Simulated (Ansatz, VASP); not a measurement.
# C (amorphous carbon) in two plane-wave programs, part 2 of 3

Aim: how closely do two programs agree when they are given the same cell, functional and k mesh? Of the first pair: The structure shown is the start of the Ansatz relaxation below; VASP solves that cell, so the two are compared at the walk's first step.

VASP 6.6.1 and Ansatz 0.2.0.

So far. Step 3 (VASP: single point, PBE, start cell, pair 1): The run ends at a pressure of 3.76 GPa, with forces up to 0.47 eV/Å.

## (5) Ansatz: relaxation, PBE

Level of this step: Ansatz beside VASP: Kohn-Sham DFT, plane waves, PBE (Ansatz).

The two programs are compared at the cell with which this relaxation starts, whose forces are those of its first step. The cell compared in this pair holds 568.67 Å³, against 557.41 Å³ for the pair before.

The structure compared here is the start of the Ansatz relaxation; VASP solves that cell, so the two are compared at the walk's first step.

input.yaml reads:

```yaml
crystal:
  lattice:
    - [8.61262, 0.11832, -0.21903]
    - [0.1195, 8.05972, -0.08462]
    - [-0.22122, -0.08462, 8.20037]
  atoms:
    - { symbol: C, position: [0.98798, 0.85019, 0.02538] }
    - { symbol: C, position: [0.18015, 0.21023, 0.60618] }
    - { symbol: C, position: [0.90175, 0.92431, 0.31619] }
    - { symbol: C, position: [0.82887, 0.47211, 0.72005] }
    - { symbol: C, position: [0.31166, 0.84807, 0.73478] }
    - { symbol: C, position: [0.92481, 0.02993, 0.59303] }
    - { symbol: C, position: [0.5371, 0.56829, 0.73489] }
    - { symbol: C, position: [0.07818, 0.169, 0.313] }
    - { symbol: C, position: [0.08642, 0.95828, 0.9128] }
    - { symbol: C, position: [0.73012, 0.004, 0.10619] }
    - { symbol: C, position: [0.27856, 0.50503, 0.61396] }
    - { symbol: C, position: [0.12027, 0.53371, 0.70489] }
    - { symbol: C, position: [0.40651, 0.23166, 0.88644] }
    - { symbol: C, position: [0.91401, 0.72764, 0.87745] }
    - { symbol: C, position: [0.001, 0.42249, 0.44689] }
    - { symbol: C, position: [0.3226, 0.40141, 0.87927] }
    - { symbol: C, position: [0.78591, 0.8205, 0.76748] }
    - { symbol: C, position: [0.50981, 0.17923, 0.19534] }
    - { symbol: C, position: [0.93347, 0.17831, 0.70569] }
    - { symbol: C, position: [0.66262, 0.4661, 0.47352] }
    - { symbol: C, position: [0.98483, 0.50538, 0.2727] }
    - { symbol: C, position: [0.23623, 0.171, 0.08714] }
    - { symbol: C, position: [0.46279, 0.57663, 0.11641] }
    - { symbol: C, position: [0.83054, 0.29552, 0.2468] }
    - { symbol: C, position: [0.74956, 0.52946, 0.03592] }
    - { symbol: C, position: [0.39389, 0.4821, 0.734] }
    - { symbol: C, position: [0.06657, 0.67582, 0.2767] }
    - { symbol: C, position: [0.05948, 0.39641, 0.14212] }
    - { symbol: C, position: [0.46095, 0.24596, 0.35979] }
    - { symbol: C, position: [0.21635, 0.67047, 0.38297] }
    - { symbol: C, position: [0.40999, 0.08314, 0.44671] }
    - { symbol: C, position: [0.6594, 0.21192, 0.63438] }
    - { symbol: C, position: [0.74678, 0.18466, 0.35803] }
    - { symbol: C, position: [0.39706, 0.87442, 0.18095] }
    - { symbol: C, position: [0.13276, 0.39607, 0.83149] }
    - { symbol: C, position: [0.00596, 0.87562, 0.62667] }
    - { symbol: C, position: [0.37325, 0.84497, 0.58193] }
    - { symbol: C, position: [0.88228, 0.94084, 0.14193] }
    - { symbol: C, position: [0.654, 0.11021, 0.21928] }
    - { symbol: C, position: [0.92598, 0.72182, 0.54218] }
    - { symbol: C, position: [0.97294, 0.53495, 0.59322] }
    - { symbol: C, position: [0.67895, 0.56226, 0.63346] }
    - { symbol: C, position: [0.19784, 0.08303, 0.24197] }
    - { symbol: C, position: [0.24039, 0.36978, 0.15633] }
    - { symbol: C, position: [0.69086, 0.55214, 0.33741] }
    - { symbol: C, position: [0.96198, 0.77655, 0.37591] }
    - { symbol: C, position: [0.28151, 0.82108, 0.43311] }
    - { symbol: C, position: [0.30965, 0.5034, 0.03937] }
    - { symbol: C, position: [0.75032, 0.74207, 0.59982] }
    - { symbol: C, position: [0.03941, 0.47205, 0.97346] }
    - { symbol: C, position: [0.52057, 0.94801, 0.54219] }
    - { symbol: C, position: [0.67898, 0.94252, 0.81465] }
    - { symbol: C, position: [0.62751, 0.28321, 0.46548] }
    - { symbol: C, position: [0.80421, 0.28355, 0.70797] }
    - { symbol: C, position: [0.58582, 0.04839, 0.68894] }
    - { symbol: C, position: [0.10439, 0.74022, 0.11535] }
    - { symbol: C, position: [0.07647, 0.2627, 0.46429] }
    - { symbol: C, position: [0.59803, 0.58846, 0.01175] }
    - { symbol: C, position: [0.52301, 0.68142, 0.87323] }
    - { symbol: C, position: [0.63073, 0.96615, 0.97779] }
    - { symbol: C, position: [0.41519, 0.82049, 0.87763] }
    - { symbol: C, position: [0.44082, 0.15124, 0.73842] }
    - { symbol: C, position: [0.63758, 0.82486, 0.47555] }
    - { symbol: C, position: [0.10057, 0.22285, 0.76909] }
    - { symbol: C, position: [0.44918, 0.94683, 0.0185] }
    - { symbol: C, position: [0.13917, 0.11663, 0.92715] }
    - { symbol: C, position: [0.15749, 0.61918, 0.99426] }
    - { symbol: C, position: [0.97255, 0.24826, 0.19182] }
    - { symbol: C, position: [0.48041, 0.72273, 0.22255] }
    - { symbol: C, position: [0.31492, 0.96992, 0.32006] }
    - { symbol: C, position: [0.33194, 0.15349, 0.5958] }
    - { symbol: C, position: [0.13138, 0.85329, 0.76264] }
    - { symbol: C, position: [0.87385, 0.54484, 0.90974] }
    - { symbol: C, position: [0.09779, 0.6846, 0.82313] }
    - { symbol: C, position: [0.33229, 0.38428, 0.32884] }
    - { symbol: C, position: [0.79403, 0.47785, 0.21132] }
    - { symbol: C, position: [0.84441, 0.04311, 0.43465] }
    - { symbol: C, position: [0.61152, 0.71977, 0.33812] }
    - { symbol: C, position: [0.28582, 0.51275, 0.43908] }
    - { symbol: C, position: [0.40399, 0.13485, 0.04259] }
kpoints:
  mp_grid: { grid: [2, 2, 2] }
hamiltonian:
  xc: pbe
scf:
  occupations: { method: gaussian, width: 0.05 }
output:
  forces: true
  eigenvalues: true
  stress: true
relax:
  f_tol: 0.05
  max_steps: 70
```

Run with:

```bash
> ansatz run input.yaml --threads 4 --pin off --max-ram 15872MiB --backend cpu --events-out ev --progress --plain --runs-dir out
```

Numbers of over 12 decimals in the logs are rounded to 6 here.

Output:

```text
[...]
Crystal: 80 atoms, lattice volume = 568.667 Å³
Basis set: ecut = 420 eV, 11131 PW (Γ), exchange–correlation on 120×108×120 points (8 copies of the dense FFT grid, shifted against one another)
Bands: 240, of which v1, the nominal top of the filled ones, is band 160 counted from 1 (159 counted from 0)
Symmetry: 1 space group operations
[...]
k-points: 8
[...]
- { symbol: C, position: [0.180964, 0.209529, 0.606202] }
    - { symbol: C, position: [0.900797, 0.924536, 0.315779] }
    - { symbol: C, position: [0.829067, 0.471491, 0.720392] }
    - { symbol: C, position: [0.311226, 0.847702, 0.734963] }
    - { symbol: C, position: [0.924860, 0.029873, 0.592524] }
    - { symbol: C, position: [0.536267, 0.567520, 0.734101] }
    - { symbol: C, position: [0.079134, 0.168134, 0.312918] }
[...]
- { symbol: C, position: [0.843900, 0.043086, 0.434425] }
    - { symbol: C, position: [0.611728, 0.719059, 0.338372] }
    - { symbol: C, position: [0.284755, 0.513083, 0.438829] }
    - { symbol: C, position: [0.404328, 0.135077, 0.042893] }
```

## (6) VASP: single point, PBE, start cell, pair 2

The same cell, functional, mesh and smearing now go to VASP, with its own data sets.

INCAR reads:

```
SYSTEM = C
PREC = Accurate
ENCUT = 520
EDIFF = 1E-06
NELM = 120
ISMEAR = 0
SIGMA = 0.05
LREAL = Auto
ALGO = Normal
GGA = PE
NBANDS = 216
LORBIT = 11
LWAVE = .FALSE.
LCHARG = .FALSE.
ISIF = 2
LASPH = .TRUE.
GGA_COMPAT = .FALSE.
KPAR = 8
```

POSCAR reads:

```
C
1.0
    8.6126200000      0.1183200000     -0.2190300000
    0.1195000000      8.0597200000     -0.0846200000
   -0.2212200000     -0.0846200000      8.2003700000
C
80
Direct
    0.9879825084      0.8501845871      0.0253818338
    0.1801517039      0.2102281339      0.6061858346
    0.9017458221      0.9243077850      0.3161960146
    0.8288735754      0.4721080300      0.7200526270
    0.3116592430      0.8480693043      0.7347749368
    0.9248072884      0.0299339543      0.5930334304
    0.5371026431      0.5682872353      0.7348851403
    0.0781813173      0.1690053432      0.3130011556
    0.0864214405      0.9582858922      0.9128025980
    0.7301161351      0.0039949309      0.1061848902
    0.2785645483      0.5050292142      0.6139661461
    0.1202722521      0.5337055952      0.7048956814
    0.4065098721      0.2316597047      0.8864405998
    0.9140139553      0.7276435439      0.8774445145
    0.0009953908      0.4224958338      0.4468907644
    0.3226014321      0.4014076784      0.8792684366
    0.7859088320      0.8204944984      0.7674858398
    0.5098094216      0.1792256684      0.1953362633
    0.9334679639      0.1783148597      0.7056933396
    0.6626152781      0.4661041557      0.4735242871
    0.9848262406      0.5053837546      0.2727038005
    0.2362281484      0.1710014233      0.0871437742
    0.4627910519      0.5766320305      0.1164044703
    0.8305348997      0.2955208113      0.2467960629
    0.7495601839      0.5294541013      0.0359225953
    0.3938945731      0.4821017926      0.7339998295
    0.0665710945      0.6758222293      0.2767032639
    0.0594789075      0.3964143938      0.1421243494
    0.4609513744      0.2459645369      0.3597856802
    0.2163453190      0.6704710844      0.3829731315
    0.4099898947      0.0831407410      0.4467158745
    0.6593943168      0.2119256995      0.6343811669
    0.7467804795      0.1846636841      0.3580318412
    0.3970612201      0.8744139684      0.1809505216
    0.1327598836      0.3960748277      0.8314861707
    0.0059558003      0.8756165040      0.6266667440
    0.3732501370      0.8449648487      0.5819315352
    0.8822828267      0.9408413972      0.1419277919
    0.6539982820      0.1102115628      0.2192792942
    0.9259764602      0.7218263107      0.5421825560
    0.9729450999      0.5349540570      0.5932259127
    0.6789505764      0.5622614402      0.6334578937
    0.1978384483      0.0830261359      0.2419717924
    0.2403908006      0.3697753014      0.1563274807
    0.6908652306      0.5521417620      0.3374045863
    0.9619791942      0.7765515750      0.3759115866
    0.2815047400      0.8210759023      0.4331069727
    0.3096446712      0.5034038443      0.0393664561
    0.7503192434      0.7420703073      0.5998188391
    0.0394119052      0.4720525572      0.9734655237
    0.5205681571      0.9480089019      0.5421877984
    0.6789789341      0.9425140473      0.8146549844
    0.6275127915      0.2832159952      0.4654801996
    0.8042074568      0.2835526347      0.7079729065
    0.5858178166      0.0483868652      0.6889452760
    0.1043887349      0.7402254090      0.1153487146
    0.0764713961      0.2626940418      0.4642935257
    0.5980269536      0.5884616359      0.0117533071
    0.5230054341      0.6814145879      0.8732307424
    0.6307314888      0.9661516876      0.9777857431
    0.4151930423      0.8204924233      0.8776274486
    0.4408160725      0.1512370252      0.7384239518
    0.6375795001      0.8248552364      0.4755454069
    0.1005741519      0.2228464618      0.7690855442
    0.4491833914      0.9468341431      0.0184998657
    0.1391755985      0.1166278687      0.9271475167
    0.1574849625      0.6191779052      0.9942586451
    0.9725459628      0.2482543401      0.1918235427
    0.4804073712      0.7227286138      0.2225486072
    0.3149214510      0.9699248117      0.3200651047
    0.3319386906      0.1534844552      0.5958014560
    0.1313818109      0.8532913060      0.7626341334
    0.8738506798      0.5448437641      0.9097399500
    0.0977847094      0.6845998555      0.8231273253
    0.3322942353      0.3842824926      0.3288388684
    0.7940262680      0.4778495055      0.2113259766
    0.8444122287      0.0431118352      0.4346510870
    0.6115197539      0.7197715431      0.3381247724
    0.2858199621      0.5127518649      0.4390767989
    0.4039896174      0.1348439342      0.0425951926
```

KPOINTS reads:

```
Automatic mesh
0
Gamma
2 2 2
0 0 0
```

Potentials, in the order of the species: C (PBE family, release 64).

Run with:

```bash
> mpirun -np 8 vasp_std
```

Output:

```text
[banner, memory and clock lines left out]
running    8 mpi-ranks, on    1 nodes
[...]
[... a notice as in an earlier step ...]

 LDA part: xc-table for (Slater+PW92), standard interpolation
 POSCAR, INCAR and KPOINTS ok, starting setup
[...]
entering main loop
       N       E                     dE             d eps       ncg     rms          rms(c)
DAV:   1     0.115084235113E+04    0.11508E+04   -0.16627E+05  3456   0.142E+03
DAV:   2    -0.593440319122E+03   -0.17443E+04   -0.16472E+04  4176   0.290E+02
DAV:   3    -0.704589807797E+03   -0.11115E+03   -0.10836E+03  4160   0.689E+01
DAV:   4    -0.707665457489E+03   -0.30756E+01   -0.30539E+01  4416   0.113E+01
[...]
DAV:  16    -0.676694803486E+03   -0.31018E-04   -0.38109E-05  4072   0.158E-02    0.708E-03
DAV:  17    -0.676694806875E+03   -0.33895E-05   -0.68263E-06  4072   0.636E-03    0.360E-03
DAV:  18    -0.676694807830E+03   -0.95491E-06   -0.19960E-06  2960   0.329E-03
   1 F= -.67669481E+03 E0= -.67669026E+03  d E =-.909880E-02
```

From OUTCAR (step 6):

```text
  FREE ENERGIE OF THE ION-ELECTRON SYSTEM (eV)
  ---------------------------------------------------
  free  energy   TOTEN  =      -676.6948078302 eV

  energy  without entropy=     -676.6857090345  energy(sigma->0) =     -676.69025843
```

The run ends at a pressure of -2.64 GPa, with forces up to 0.36 eV/Å.

## (7) Comparison

Forces on 8 of the 80 atoms, those with the largest forces and the largest differences (eV/Å; atoms numbered as in POSCAR):

```csv
atom,"Ansatz x, y, z","VASP x, y, z"
C2,"0.280, -0.135, -0.027","0.256, -0.132, -0.032"
C18,"0.293, -0.141, 0.089","0.260, -0.136, 0.064"
C24,"0.389, -0.068, -0.057","0.349, -0.075, -0.047"
C25,"-0.243, 0.112, -0.045","-0.228, 0.102, -0.045"
C26,"-0.166, 0.177, -0.203","-0.143, 0.164, -0.184"
C39,"-0.226, 0.112, -0.061","-0.219, 0.095, -0.059"
C54,"0.149, -0.219, -0.068","0.133, -0.199, -0.056"
C68,"-0.166, -0.004, 0.180","-0.154, -0.024, 0.135"
```

The forces differ by 14 meV/Å r.m.s., which is 17.0 % of the r.m.s. force of 0.083 eV/Å (both taken over all components).

## (8) Ansatz: single point, PBE, pair 3

A single point gives forces, pressure and levels at one fixed geometry, so differences don't come from the geometry; what else differs is listed under the comparison. The cell compared in this pair holds 573.55 Å³, against 568.67 Å³ for the pair before.

The cell is taken from a series of runs on this material, whose earlier steps may have relaxed, scaled, displaced or heated it; both programs get it as it stands.

input.yaml reads:

```yaml
crystal:
  lattice:
    - [8.3085, 0.0, 0.0]
    - [0.0, 8.3085, 0.0]
    - [0.0, 0.0, 8.3085]
  atoms:
    - { symbol: C, position: [0.97058, 0.83133, 0.02511] }
    - { symbol: C, position: [0.16731, 0.21276, 0.61354] }
    - { symbol: C, position: [0.89583, 0.90562, 0.31571] }
    - { symbol: C, position: [0.79055, 0.4395, 0.76986] }
    - { symbol: C, position: [0.31404, 0.87385, 0.73783] }
    - { symbol: C, position: [0.93871, 0.02656, 0.59062] }
    - { symbol: C, position: [0.54711, 0.59791, 0.71746] }
    - { symbol: C, position: [0.03336, 0.15919, 0.33063] }
    - { symbol: C, position: [0.06905, 0.93093, 0.90214] }
    - { symbol: C, position: [0.73276, 0.02169, 0.09982] }
    - { symbol: C, position: [0.28406, 0.49572, 0.61557] }
    - { symbol: C, position: [0.13076, 0.5256, 0.70406] }
    - { symbol: C, position: [0.41533, 0.25252, 0.88673] }
    - { symbol: C, position: [0.88057, 0.71537, 0.90034] }
    - { symbol: C, position: [0.02043, 0.43891, 0.44328] }
    - { symbol: C, position: [0.38308, 0.42443, 0.88712] }
    - { symbol: C, position: [0.78262, 0.78627, 0.7766] }
    - { symbol: C, position: [0.51014, 0.20995, 0.18165] }
    - { symbol: C, position: [0.931, 0.16412, 0.71701] }
    - { symbol: C, position: [0.67586, 0.43475, 0.48991] }
    - { symbol: C, position: [0.02872, 0.51148, 0.28087] }
    - { symbol: C, position: [0.21794, 0.13591, 0.07054] }
    - { symbol: C, position: [0.45621, 0.613, 0.10556] }
    - { symbol: C, position: [0.79521, 0.29267, 0.18409] }
    - { symbol: C, position: [0.72954, 0.54796, 0.04195] }
    - { symbol: C, position: [0.41577, 0.492, 0.72894] }
    - { symbol: C, position: [0.08202, 0.67777, 0.27498] }
    - { symbol: C, position: [0.06051, 0.40447, 0.13859] }
    - { symbol: C, position: [0.43005, 0.26306, 0.3257] }
    - { symbol: C, position: [0.22997, 0.68867, 0.37765] }
    - { symbol: C, position: [0.38168, 0.12921, 0.42524] }
    - { symbol: C, position: [0.63138, 0.18513, 0.66497] }
    - { symbol: C, position: [0.73463, 0.1447, 0.38034] }
    - { symbol: C, position: [0.41161, 0.894, 0.19826] }
    - { symbol: C, position: [0.09365, 0.39367, 0.82933] }
    - { symbol: C, position: [0.01447, 0.86245, 0.62973] }
    - { symbol: C, position: [0.37833, 0.87511, 0.57846] }
    - { symbol: C, position: [0.86242, 0.92009, 0.14658] }
    - { symbol: C, position: [0.68205, 0.1575, 0.2032] }
    - { symbol: C, position: [0.93987, 0.71565, 0.54574] }
    - { symbol: C, position: [0.01157, 0.55065, 0.57845] }
    - { symbol: C, position: [0.70282, 0.53546, 0.64331] }
    - { symbol: C, position: [0.16908, 0.07613, 0.23649] }
    - { symbol: C, position: [0.2427, 0.42045, 0.15629] }
    - { symbol: C, position: [0.66351, 0.51956, 0.33891] }
    - { symbol: C, position: [0.96056, 0.75858, 0.37514] }
    - { symbol: C, position: [0.27716, 0.84951, 0.43701] }
    - { symbol: C, position: [0.31684, 0.52414, 0.03582] }
    - { symbol: C, position: [0.76953, 0.70613, 0.61038] }
    - { symbol: C, position: [0.00744, 0.44651, 0.96788] }
    - { symbol: C, position: [0.54766, 0.91182, 0.55412] }
    - { symbol: C, position: [0.68404, 0.92675, 0.81246] }
    - { symbol: C, position: [0.66272, 0.25402, 0.50322] }
    - { symbol: C, position: [0.78121, 0.25733, 0.75246] }
    - { symbol: C, position: [0.62831, 0.00823, 0.67381] }
    - { symbol: C, position: [0.09351, 0.72597, 0.10406] }
    - { symbol: C, position: [0.07433, 0.26873, 0.46851] }
    - { symbol: C, position: [0.58719, 0.63494, 0.00364] }
    - { symbol: C, position: [0.55267, 0.71125, 0.85352] }
    - { symbol: C, position: [0.62759, 0.96954, 0.97363] }
    - { symbol: C, position: [0.43054, 0.84625, 0.87037] }
    - { symbol: C, position: [0.45524, 0.19594, 0.7203] }
    - { symbol: C, position: [0.64798, 0.78279, 0.4906] }
    - { symbol: C, position: [0.08985, 0.22247, 0.78277] }
    - { symbol: C, position: [0.44755, 0.96451, 0.01627] }
    - { symbol: C, position: [0.11826, 0.09787, 0.92928] }
    - { symbol: C, position: [0.18738, 0.63635, 0.98558] }
    - { symbol: C, position: [0.96422, 0.26779, 0.19865] }
    - { symbol: C, position: [0.45861, 0.72442, 0.23709] }
    - { symbol: C, position: [0.3041, 0.98785, 0.3192] }
    - { symbol: C, position: [0.32946, 0.16002, 0.59371] }
    - { symbol: C, position: [0.13376, 0.84042, 0.76383] }
    - { symbol: C, position: [0.85977, 0.53323, 0.92386] }
    - { symbol: C, position: [0.14858, 0.66477, 0.81768] }
    - { symbol: C, position: [0.32242, 0.39928, 0.31157] }
    - { symbol: C, position: [0.7311, 0.45346, 0.18809] }
    - { symbol: C, position: [0.89896, 0.05749, 0.41148] }
    - { symbol: C, position: [0.5987, 0.68228, 0.34856] }
    - { symbol: C, position: [0.3033, 0.53399, 0.43965] }
    - { symbol: C, position: [0.39955, 0.14829, 0.03482] }
kpoints:
  mp_grid: { grid: [2, 2, 2] }
hamiltonian:
  xc: pbe
scf:
  occupations: { method: gaussian, width: 0.05 }
output:
  forces: true
```

Run with:

```bash
> ansatz run input.yaml --threads 4 --pin off --max-ram 15872MiB --backend cpu --events-out ev --progress --plain --runs-dir out
```

Output:

```text
[...]
Crystal: 80 atoms, lattice volume = 573.545 Å³
Basis set: ecut = 420 eV, 11075 PW (Γ), exchange–correlation on 120×120×120 points (8 copies of the dense FFT grid, shifted against one another)
Bands: 240, of which v1, the nominal top of the filled ones, is band 160 counted from 1 (159 counted from 0)
Symmetry: 1 space group operations
[...]
k-points: 8
[...]
atom   5  C      1.59947535    -1.30520882    -0.67908061
  atom   6  C      0.95053821    -1.74699571     1.36308813
  atom   7  C      0.10398264    -1.25483291     0.43770806
  atom   8  C      1.07521574     0.65775248    -2.36434763
[...]
atom  77  C     -3.01913715    -0.94906587     1.05826873
  atom  78  C     -0.84659533     1.70314443     1.85536839
  atom  79  C     -1.18599926    -1.46411151    -0.83714861
  atom  80  C     -0.47773585    -0.10264656     0.32483934
  max |Σ_I F_I| component: 3.12e-5 eV/Å
[key lines of the parts left out:]
SCF converged after 10 iterations
Free energy (F): -19999.136950 eV
Fermi energy:    10.031809 eV
```

(Continued in part 3 of 3.)

[Lines on the potential files, build, host, timing and source positions are cut from VASP's logs without a mark.]

[Logs are printed without paths, hosts, clocks, repeated set-up lines and the standing remarks that a program may print on its own settings, such as how far it seeks lower states.]

[Hosts, paths, dates, database ids (printed as entryN), source tags and the programs' standing remarks are cut or masked in the printed files.]
